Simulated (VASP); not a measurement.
Wanted: the native input for a VASP 6.6.1 run.

```
Task                   : single point
Functional             : PBE
Potentials or basis    : VASP PAW PBE potentials, release 64 (Ta_pv, V_sv)
Cutoff                 : 520 eV
k mesh                 : 11 × 11 × 7
Occupations            : fermi-dirac, width 0.08 eV
Spin                   : collinear spin, typed start
Starting moments       : [0.0, 2.0] μB
Dipole correction      : no
Further INCAR settings : ALGO = Normal; EDIFF = 1e-06; NBANDS = 23
```

The structure of TaV lies in POSCAR:

```
TaV
1.0
    1.6067000000     -2.3077750000      0.0000000000
    1.6067000000      2.3077750000      0.0000000000
    0.0000000000      0.0000000000      4.3413610000
Ta V
1 1
Direct
    0.0000000000      0.0000000000      0.0000000000
    0.5000000000      0.5000000000      0.5000000000
```

The cell comes from a database or a generator and needn't be the stable form of this composition.

The input as run:

INCAR

```
PREC     = Accurate       # precision mode
ENCUT    = 520            # plane-wave cutoff, eV
EDIFF    = 1E-6           # SCF threshold, eV
ISMEAR   = -1             # smearing method
SIGMA    = 0.08           # smearing width, eV
LREAL    = False          # projectors in reciprocal space
LASPH    = True           # aspherical terms in the spheres
NELM     = 150            # most SCF steps
ALGO     = Normal         # electronic algorithm
ISIF     = 2              # what is computed and relaxed
LWAVE    = False          # write WAVECAR
LCHARG   = True           # write CHGCAR
ISPIN    = 2              # spin polarisation
MAGMOM   = 0 2            # initial moments
LORBIT   = 11             # projections on sites
LMAXMIX  = 4              # l up to which the mixer works
GGA      = PE             # functional
LELF     = True           # ELF
LVHAR    = True         
NBANDS   = 23             # bands
```

KPOINTS

```
Automatic mesh
0
Gamma
  11 11 7
```

Potentials or basis: VASP PAW PBE potentials, release 64 (Ta_pv, V_sv).

Command:

```sh
$ cat potpaw_PBE.64/Ta_pv/POTCAR potpaw_PBE.64/V_sv/POTCAR > POTCAR
$ mpirun -np 1 vasp_std > vasp.out
```

It gave:

| Property | Result |
| --- | --- |
| Pressure | -0.1 GPa |
| Band gap on the k mesh | none (metal or under the smearing width) |
| Net moment | 0.00 μB per cell |
| Valence electrons inside the program's atomic spheres | Ta 9.00; V 11.53 |

It took 120 s on 1 thread of Intel(R) Xeon(R) Platinum 8488C (Sapphire Rapids) (shared host), peak memory 0.29 GiB.
